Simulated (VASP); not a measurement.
An input for Ansatz (written as the equivalent of a VASP run, and not itself run):

Ansatz 0.2 input:
```yaml
crystal:
  lattice:
    - [0.0000000, 3.3513490, 3.3513490]
    - [3.3513490, 0.0000000, 3.3513490]
    - [3.3513490, 3.3513490, 0.0000000]
  atoms:
    - { symbol: Ge, position: [0.0000000, 0.0000000, 0.0000000] }
    - { symbol: Ti, position: [0.5000000, 0.5000000, 0.5000000] }
    - { symbol: Ti, position: [0.2500000, 0.2500000, 0.2500000] }
    - { symbol: Ti, position: [0.7500000, 0.7500000, 0.7500000] }
kpoints:
  mp_grid: { grid: [7, 7, 7] }
hamiltonian:
  xc: pbe
  pseudopotentials: { kind: paw }
scf:
  occupations: { method: gaussian, width: 0.136 }
  max_iter: 100
output: { forces: true, stress: true, eigenvalues: true }
```

Task: Write the VASP files for the same calculation (PBE).

Result: This is not unique; one that fits is 
### KPOINTS
```
Automatic mesh
0
Gamma
7 7 7
0 0 0
```

### POSCAR
```
Ti3Ge
1
    0.0000000000     3.3513490000     3.3513490000
    3.3513490000     0.0000000000     3.3513490000
    3.3513490000     3.3513490000     0.0000000000
Ge Ti
1 3
Direct
  0.0000000000   0.0000000000   0.0000000000
  0.5000000000   0.5000000000   0.5000000000
  0.2500000000   0.2500000000   0.2500000000
  0.7500000000   0.7500000000   0.7500000000
```

### INCAR
```
SYSTEM = Ti3Ge
PREC = Accurate; ENCUT = 300; LREAL = .FALSE.
LASPH = .TRUE.
EDIFF = 1E-6; NELM = 100; ALGO = Normal
LMAXMIX = 4
ISMEAR = 0; SIGMA = 0.136
GGA = PE
ISIF = 2
LWAVE = .FALSE.; LCHARG = .FALSE.
```

POTCAR, in this order: Ge_d Ti_sv (PBE.64 set). Program: vasp_std.

Limits of the translation: each code has its own PAW files, so the cut-off isn't converted (ENCUT is set for VASP's; basis.ecutwfc is left out, and Ansatz then takes the one that its files recommend); Ansatz stops its SCF on the density residual and VASP on the energy change (EDIFF).

The structure was generated: Ti3Ge was put into an ordered model structure, which need not be its known phase. The cell was not relaxed at this level, and its volume differs by -5.9 % from the start's.
